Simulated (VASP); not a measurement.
# A VASP study of CdPbO2 (revPBE): structure first, properties next, part 6 of 6

Aim: relax CdPbO2, then compute properties on the relaxed cell. The cell is invented: it takes the structure of COD entry 9008633, EuO (space group 225 there), with some of its atoms replaced by other elements, volume scaled by an estimate. It may not be a known or stable phase. The atoms of the start are displaced at random from the sites of a R-3m cell.

VASP 6.6.1; revPBE; plane waves and PAW (Pb_d, Cd, O); invented cell.

So far, gap on the k-mesh (eV): step 2 (rough relaxation of the start cell) 0.554; step 3 (full relaxation (revPBE)) 0.538; step 4 (density, ELF and potential (revPBE)) 0.386; step 6 (density of states (revPBE)) 0.313; step 7 (core levels (revPBE)) 0.386.

## 9. Ionic relaxation at fixed cell (revPBE), changed input

With the cell held (ISIF = 2), the atoms move to where the forces vanish. Some settings are moved from the usual, to see what they do.

INCAR

```
SYSTEM = CdPbO2
PREC = Accurate
ENCUT = 300
EDIFF = 1E-06
NELM = 100
ISMEAR = -1
SIGMA = 0.05
LREAL = .FALSE.
ALGO = Normal
GGA = RE
NBANDS = 25
LORBIT = 11
LWAVE = .FALSE.
LCHARG = .FALSE.
KPAR = 2
IBRION = 2
NSW = 60
ISIF = 2
EDIFFG = -0.01
```

POSCAR

```
CdPbO2
1.0
    3.0985697600     -1.7901685800      0.0000000000
    3.0985697600      1.7901685800      0.0000000000
   -2.0630447900      0.0000000000      5.8541862400
Pb Cd O
1 1 2
Direct
    0.4981870620      0.5018129380      0.5000000000
    0.0000853920      0.9999146080      0.0000000000
    0.7416981740      0.7427466730      0.2244488730
    0.2572533270      0.2583018260      0.7755511270
```

KPOINTS

```
Automatic mesh
0
Gamma
5 5 3
0 0 0
```

Potentials, in the order of the species: Pb_d, Cd and O (PBE family, release 64).

Command:

```bash
> mpirun -np 2 vasp_std
```

The log of the run:

```text
[... set-up lines as in an earlier step ...]
 entering main loop
       N       E                     dE             d eps       ncg     rms          rms(c)
DAV:   1     0.298668186951E+03    0.29867E+03   -0.15090E+04  1241   0.118E+03
DAV:   2     0.300679614508E+01   -0.29566E+03   -0.28547E+03  1320   0.362E+02
DAV:   3    -0.200229389466E+02   -0.23030E+02   -0.22818E+02  1430   0.110E+02
DAV:   4    -0.204551946903E+02   -0.43226E+00   -0.43162E+00  1346   0.167E+01
DAV:   5    -0.204663205817E+02   -0.11126E-01   -0.11123E-01  1527   0.262E+00    0.114E+01
DAV:   6    -0.171775094720E+02    0.32888E+01   -0.15873E+01  1774   0.394E+01    0.867E+00
DAV:   7    -0.170200111610E+02    0.15750E+00   -0.17160E+00  1250   0.111E+01    0.435E+00
DAV:   8    -0.169731814219E+02    0.46830E-01   -0.43561E-01  1306   0.466E+00    0.978E-01
DAV:   9    -0.169624608832E+02    0.10721E-01   -0.35402E-02  1589   0.165E+00    0.267E-01
DAV:  10    -0.169630219147E+02   -0.56103E-03   -0.66167E-03  1317   0.543E-01    0.727E-02
DAV:  11    -0.169634451984E+02   -0.42328E-03   -0.63235E-04  1359   0.167E-01    0.522E-02
DAV:  12    -0.169634253774E+02    0.19821E-04   -0.66149E-05  1512   0.632E-02    0.206E-02
DAV:  13    -0.169634255310E+02   -0.15362E-06   -0.94002E-06  1394   0.252E-02
   1 F= -.16963426E+02 E0= -.16963417E+02  d E =-.169634E+02
 curvature:   0.00 expect dE= 0.000E+00 dE for cont linesearch  0.000E+00
 trial: gam= 0.00000 g(F)=  0.179E-03 g(S)=  0.000E+00 ort = 0.000E+00 (trialstep = 0.100E+01)
 search vector abs. value=  0.179E-03
 bond charge predicted
       N       E                     dE             d eps       ncg     rms          rms(c)
DAV:   1    -0.169634958306E+02   -0.70453E-04   -0.46966E-02  1200   0.125E+00    0.424E-02
DAV:   2    -0.169635697496E+02   -0.73919E-04   -0.88923E-04  1412   0.179E-01    0.128E-02
DAV:   3    -0.169635683162E+02    0.14333E-05   -0.11947E-05  1393   0.290E-02    0.534E-03
DAV:   4    -0.169635683390E+02   -0.22786E-07   -0.40697E-06  1308   0.166E-02
   2 F= -.16963568E+02 E0= -.16963560E+02  d E =-.142808E-03
 trial-energy change:   -0.000143  1 .order   -0.000140   -0.000179   -0.000101
 step:   2.3028(harm=  2.3028)  dis= 0.00455  next Energy=   -16.963631 (dE=-0.206E-03)
 bond charge predicted
       N       E                     dE             d eps       ncg     rms          rms(c)
DAV:   1    -0.169635258556E+02    0.42461E-04   -0.79741E-02  1201   0.163E+00    0.576E-02
DAV:   2    -0.169636509728E+02   -0.12512E-03   -0.14988E-03  1402   0.235E-01    0.184E-02
DAV:   3    -0.169636489683E+02    0.20045E-05   -0.19547E-05  1394   0.365E-02    0.752E-03
DAV:   4    -0.169636493441E+02   -0.37575E-06   -0.69847E-06  1459   0.216E-02
   3 F= -.16963649E+02 E0= -.16963642E+02  d E =-.223813E-03
 curvature:  -1.15 expect dE=-0.934E-05 dE for cont linesearch -0.398E-06
 trial: gam= 0.00144 g(F)=  0.811E-05 g(S)=  0.000E+00 ort = 0.785E-05 (trialstep = 0.126E+01)
 search vector abs. value=  0.813E-05
 reached required accuracy - stopping structural energy minimisation
```

Elapsed: 9.8 s, on 2 MPI ranks of Intel Xeon 6975P-C (Granite Rapids), shared host; peak memory 0.28 GiB.

From OUTCAR (step 9):

```text
   k-points           NKPTS =     24   k-points in BZ     NKDIM =     24   number of bands    NBANDS=     25

   ENCUT  =  300.0 eV  22.05 Ry    4.70 a.u.   5.05  5.05  8.77*2*pi/ulx,y,z

   NELECT =      38.0000    total number of electrons

 E-fermi :   4.6805

 k-point     1 :       0.0000    0.0000    0.0000
  band No.  band energies     occupation
    ...
     15       2.2423      2.00000
     16       2.4791      2.00000
     17       2.4821      2.00000
     18       3.1999      2.00000
     19       3.2049      2.00000
     20       6.1007      0.00000
     21       7.9413      0.00000
     22      11.1900      0.00000
     23      11.1908      0.00000
     24      15.9624      0.00000
    ...

  Total       -9.3482451     -9.3634488     -9.2096235      0.0000000      0.0000000     -0.0029164
  in kB     -230.6157345   -230.9908016   -227.1960193      0.0000000      0.0000000     -0.0719450
  external PRESSURE =    -229.6008518 kB  Pullay stress =       0.0000000 kB

 POSITION                                       TOTAL-FORCE (eV/Angst)
 -----------------------------------------------------------------------------------
      2.06705      0.00616      2.92709        -0.000000     -0.001567      0.000000
      3.09857     -1.78959      0.00000        -0.000000      0.005232      0.000000
      4.13534      0.00160      1.30941        -0.008057     -0.001833      0.000928
     -0.00125      0.00160      4.54477         0.008057     -0.001833     -0.000928
 -----------------------------------------------------------------------------------
    total drift:                                0.000000      0.000758     -0.000000

  FREE ENERGIE OF THE ION-ELECTRON SYSTEM (eV)
  ---------------------------------------------------
  free  energy   TOTEN  =       -16.9636493441 eV

  energy  without entropy=      -16.9636338151  energy(sigma->0) =      -16.96364158

[... 4 parts as in an earlier step ...]

[... 12 further parts left out ...]
```

CONTCAR:

```
CdPbO2
   1.00000000000000
     3.0985697600000002   -1.7901685800000000    0.0000000000000000
     3.0985697600000002    1.7901685800000000    0.0000000000000000
    -2.0630447900000002    0.0000000000000000    5.8541862399999998
  Pb              Cd              O
     1     1     2
Direct
     0.4982796390752515    0.5017203609247486    0.5000000000000000
     0.9998384148310416    0.0001615851689584    0.0000000000000000
     0.7413125401446422    0.7422066390509326    0.2236714148940247
     0.2577933609490673    0.2586874598553578    0.7763285851059752
```

The run converged; its settings lie outside those of the reference runs, so its numbers are set aside.

Settings moved from the usual: k-mesh = 5×5×3 and ENCUT = 300.

The mesh holds 24 irreducible points against 60. The cutoff falls from 520 to 300 eV, which shrinks the basis; the stress suffers most (Pulay stress), and PAW energies need not rise evenly as the basis shrinks.

## 10. Results

```json
{"relaxed volume": "16.24 Å³/atom", "relaxed conventional cell a, b, c": "6.197, 3.580, 6.207 Å; angles 90.0, 109.4, 90.0°", "space group after relaxing, within 0.02 Å (lengths above averaged to it)": "C2 (No. 5)", "band gap": "0.266 eV, indirect (least direct gap of that run 0.657 eV)", "gap among the points of the DOS mesh alone, an upper bound": "0.313 eV", "shallowest level of the frozen cores": "Cd2 4p, 62.1 eV deep", "bulk modulus (Hill)": "94.8 GPa", "shear modulus (Hill)": "32.3 GPa", "Debye temperature from the elastic constants": "250 K", "highest zone-centre mode": "378 cm⁻¹"}
```

What this shows: With revPBE, CdPbO2 relaxes to 16.24 Å³/atom in space group C2 and has an indirect gap of 0.266 eV. Bands along the symmetry lines (revPBE): The path shows an indirect gap of 0.27 eV (valence top between X and Γ, conduction bottom at Z). The least direct gap is 0.66 eV. Elastic constants (revPBE): The highest mode in this list at Γ, 377.7 cm⁻¹, is mostly motion of O (100 % of the kinetic energy). Spin-orbit coupling is left out, and with elements this heavy it would split and shift bands near the edges, and it can change the kind of a small gap. Modes at Γ alone can't show that the crystal is stable at other wave vectors, and the LO-TO splitting is not included. No search among competing phases was made. All values are for a static lattice at zero temperature.

[Lines on the potential files, build, host, timing and source positions are cut from VASP's logs without a mark.]

[Logs are printed without paths, hosts, clocks, repeated set-up lines and the standing remarks that a program may print on its own settings, such as how far it seeks lower states.]

[Hosts, paths, dates, database ids (printed as entryN), source tags and the programs' standing remarks are cut or masked in the printed files.]

[A measured line is paired with the nearest computed mode of its activity, which favours agreement.]
